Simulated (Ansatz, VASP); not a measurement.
## Two plane-wave programs on PtF2

```
Pt F
1.0
     2.86199   -3.23702    0.00000
     2.86199    3.23702    0.00000
     0.00000    0.00000    3.12152
Pt F
1 2
Direct
  0.50000 0.50000 0.50000
  0.72418 0.72418 0.00000
  0.27582 0.27582 0.00000
```

Alike in both runs: functional PBE; k mesh 4 × 4 × 6; occupations gaussian, width 0.1 eV; no spin polarisation.

Ansatz relaxed the structure, and its values are those at the end. VASP's run is a single point on that final structure, the one shown.

```csv
,VASP,Ansatz
version,VASP 6.6.1,Ansatz 0.2.0
potentials or method,"VASP PAW PBE potentials, release 64 (Pt, F)","scalar-relativistic, plane waves, PAW"
plane-wave cutoff (eV),520,420
valence electrons in the cell,24,32
```

|  | VASP | Ansatz | Ansatz less VASP |
| --- | --- | --- | --- |
| gap on the k mesh at the Fermi level (eV) | 1.10 | 1.20 | +0.104 |
| least direct gap on the mesh (eV) | 1.21 | 1.33 | +0.126 |
| pressure (GPa) | 0.4 | 0.1 | -0.30 |
| rms of the force components (eV/Å) | 0.050 | 0.004 | -0.0455 |

The functional is the same, so the differences come from potentials, cutoffs and numerics. The two sets of potentials don't hold the same shells in valence.

Caveats: spin-orbit coupling is left out, which moves the levels of the heavy elements. A k mesh can miss the band edges.
